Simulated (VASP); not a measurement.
# GaB4 (P-43m) in VASP: a series of runs, part 3 of 3

VASP 6.6.1. Earlier steps stand in the parts before.

## 6. Single point, PBE (random cell by space group and Wyckoff sites (P-43m, No. 215))

File INCAR:

```
SYSTEM = GaB4
  PREC = Accurate
  ENCUT = 520
  EDIFF = 1E-7
  ISMEAR = 0
  SIGMA = 0.1
  LREAL = .FALSE.
  LASPH = .TRUE.
  NELM = 60
  ALGO = Normal
  ISIF = 2
  LWAVE = .FALSE.
  LCHARG = .FALSE.
  GGA = PE
  NBANDS = 20
```

File KPOINTS:

```
regular mesh
0
G
  6 6 6
  0 0 0
```

File POSCAR:

```
GaB4
1.0
    3.5085679100      0.0000000000      0.0000000000
    0.0000000000      3.5085679100      0.0000000000
    0.0000000000      0.0000000000      3.5085679100
Ga B
1 4
Direct
    0.5000000000      0.5000000000      0.5000000000
    0.8378571700      0.8378571700      0.8378571700
    0.1621428300      0.1621428300      0.8378571700
    0.1621428300      0.8378571700      0.1621428300
    0.8378571700      0.1621428300      0.1621428300
```

Potentials or basis: VASP PAW PBE potentials, release 64 (Ga_d, B).

Launch:

```console
> cat potpaw_PBE.64/Ga_d/POTCAR potpaw_PBE.64/B/POTCAR > POTCAR
> mpirun -np 1 vasp_std > vasp.out
```

It took 10 s on 1 thread of AMD EPYC 9R45 (Zen 5), shared host; peak memory 0.13 GiB.

The run converged. Its results:

```
Free energy            : -22.5859 eV
Pressure               : 36.4 GPa
Largest force          : 2.537 eV/Å
Band gap on the k mesh : none (metal or under the smearing width)
```

Forces on the atoms (eV/Å):
```
Ga   0.000  0.000  0.000
B   -1.465 -1.465 -1.465
B    1.465  1.465 -1.465
B    1.465 -1.465  1.465
B   -1.465  1.465  1.465
```

Levels at points of the mesh, in eV from the Fermi level:
```tsv
k point	band 9	band 10	band 11	band 12	band 13	band 14	band 15	band 16	band 17	band 18
(0.00, 0.00, 0.00)	-3.76	-3.76	-2.67	-2.67	1.39	1.39	1.39	7.21	7.80	7.80
(0.50, 0.00, 0.00)	-2.61	-2.61	-1.93	-1.75	-0.49	-0.49	3.50	4.19	7.98	7.98
(0.50, 0.50, 0.00)	-7.39	-2.54	-2.07	-0.06	-0.06	2.11	5.13	5.13	5.23	7.11
(0.50, 0.50, 0.50)	-6.71	-4.83	-4.33	-4.33	-4.33	5.69	5.69	7.04	10.82	10.82
```

Caveat: a pressure of tens of GPa on the cell as given is suspect, and the run, the potentials or the cell itself is likely at fault; forces of over 1 eV/Å show positions far from the minimum, so gaps and moduli don't describe the material at rest.

## 7. Summary

```csv
task,cell,k mesh,cutoff (eV),gap on the mesh (eV),pressure (GPa),relaxed volume (Å³/atom),largest force (eV/Å)
single point,"random cell by space group and Wyckoff sites (P-43m, No. 215)",10 × 10 × 10,520,none,0.0,-,0.02
relaxation of cell and atoms,"relaxed from: random cell by space group and Wyckoff sites (P-43m, No. 215)",10 × 10 × 10,600,none,0.0,10.36,-
single point,"random cell by space group and Wyckoff sites (P-43m, No. 215)",6 × 6 × 6,520,none,36.4,-,2.54
relaxation of cell and atoms,"relaxed from: random cell by space group and Wyckoff sites (P-43m, No. 215)",6 × 6 × 6,600,none,0.0,10.38,-
```

Alike in all rows: level PBE; potentials or basis VASP PAW PBE potentials, release 64 (Ga_d, B); no spin polarisation; smearing gaussian 0.1 eV.

Caveats: a pressure of tens of GPa on the cell as given is suspect, and the run, the potentials or the cell itself is likely at fault (some runs); forces of over 1 eV/Å show positions far from the minimum, so gaps and moduli don't describe the material at rest (some runs); the volume moved by over 15 % at a fixed basis, so the end points are rough (some runs).

Total energies depend on the potentials used, so only differences within one code and one set of settings carry meaning.
